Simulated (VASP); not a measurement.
OSZICAR of a VASP run on Pd3Pt (ordered alloy cell):

OSZICAR:
```
       N       E                     dE             d eps       ncg     rms          rms(c)
DAV:   1     0.216771398436E+03    0.21677E+03   -0.17873E+04  2408   0.132E+03
DAV:   2    -0.221722632905E+02   -0.23894E+03   -0.23197E+03  2816   0.314E+02
DAV:   3    -0.269765520323E+02   -0.48043E+01   -0.47370E+01  2488   0.497E+01
DAV:   4    -0.270176516514E+02   -0.41100E-01   -0.41068E-01  2536   0.450E+00
DAV:   5    -0.270182692964E+02   -0.61764E-03   -0.61763E-03  2648   0.571E-01    0.202E+01
DAV:   6    -0.287307495082E+02   -0.17125E+01   -0.54790E+01  2528   0.459E+01    0.240E+01
DAV:   7    -0.256253715390E+02    0.31054E+01   -0.27668E+01  2584   0.352E+01    0.110E+01
DAV:   8    -0.263786681873E+02   -0.75330E+00   -0.19105E+01  2520   0.398E+01    0.118E+01
DAV:   9    -0.251172672674E+02    0.12614E+01   -0.40289E+00  2504   0.202E+01    0.396E+00
DAV:  10    -0.250271388737E+02    0.90128E-01   -0.25799E+00  2528   0.122E+01    0.302E+00
DAV:  11    -0.249591807982E+02    0.67958E-01   -0.55507E-01  2528   0.575E+00    0.942E-01
DAV:  12    -0.249562404740E+02    0.29403E-02   -0.42472E-02  2504   0.165E+00    0.373E-01
DAV:  13    -0.249561106883E+02    0.12979E-03   -0.89135E-03  2528   0.743E-01    0.350E-01
DAV:  14    -0.249553695537E+02    0.74113E-03   -0.61944E-03  2552   0.541E-01    0.148E-01
DAV:  15    -0.249551236894E+02    0.24586E-03   -0.12791E-03  2528   0.285E-01    0.383E-02
DAV:  16    -0.249551170076E+02    0.66818E-05   -0.46103E-05  2576   0.514E-02    0.189E-02
DAV:  17    -0.249551141326E+02    0.28750E-05   -0.11385E-05  1992   0.234E-02    0.568E-03
DAV:  18    -0.249551140503E+02    0.82377E-07   -0.92677E-07  1272   0.654E-03
   1 F= -.24955114E+02 E0= -.24952266E+02  d E =-.249551E+02
       N       E                     dE             d eps       ncg     rms          rms(c)
DAV:   1    -0.249571773706E+02   -0.20632E-02   -0.53663E-02  2352   0.189E+00    0.325E-01
DAV:   2    -0.249553770904E+02    0.18003E-02   -0.93599E-03  2528   0.791E-01    0.185E-01
DAV:   3    -0.249561357238E+02   -0.75863E-03   -0.13267E-02  2536   0.789E-01    0.388E-01
DAV:   4    -0.249552182833E+02    0.91744E-03   -0.67707E-03  2552   0.585E-01    0.149E-01
DAV:   5    -0.249550773525E+02    0.14093E-03   -0.10279E-03  2504   0.260E-01    0.599E-02
DAV:   6    -0.249550685183E+02    0.88341E-05   -0.95756E-05  2584   0.694E-02    0.105E-02
DAV:   7    -0.249550673309E+02    0.11874E-05   -0.80809E-06  1936   0.226E-02    0.285E-03
DAV:   8    -0.249550674398E+02   -0.10892E-06   -0.32816E-07  1176   0.403E-03
   2 F= -.24955067E+02 E0= -.24952231E+02  d E =0.466104E-04
       N       E                     dE             d eps       ncg     rms          rms(c)
DAV:   1    -0.249559278853E+02   -0.86055E-03   -0.19934E-02  2352   0.115E+00    0.199E-01
DAV:   2    -0.249552485704E+02    0.67931E-03   -0.34509E-03  2528   0.481E-01    0.109E-01
DAV:   3    -0.249555499581E+02   -0.30139E-03   -0.49915E-03  2536   0.481E-01    0.248E-01
DAV:   4    -0.249551931651E+02    0.35679E-03   -0.27047E-03  2552   0.358E-01    0.869E-02
DAV:   5    -0.249551459207E+02    0.47244E-04   -0.36541E-04  2504   0.155E-01    0.338E-02
DAV:   6    -0.249551477942E+02   -0.18735E-05   -0.20025E-05  2560   0.334E-02    0.414E-03
DAV:   7    -0.249551483342E+02   -0.54004E-06   -0.10219E-06  1224   0.817E-03
   3 F= -.24955148E+02 E0= -.24952303E+02  d E =-.342840E-04
```

Q: Which electronic solver shows in the log?

A: It is blocked Davidson (ALGO = Normal, or the opening steps of other solvers). The INCAR had ALGO = Normal.

Q: Can the final energy be trusted as converged?

A: Self-consistency was reached. It stopped with EDIFF = 1E-6, NELM = 100, NSW = 60 and EDIFFG = -0.02 after 3 ionic steps (PBEsol GGA, plane waves, VASP's PBE PAW potentials (set 64)).

The structure was generated: Pd3Pt was put into an ordered model structure (R-3m), which need not be its known phase. This run relaxes it. Symmetry was kept, so distortions that lower it aren't found. The start is the result of an earlier pass. VASP warned that the highest band is occupied, so more bands are needed.
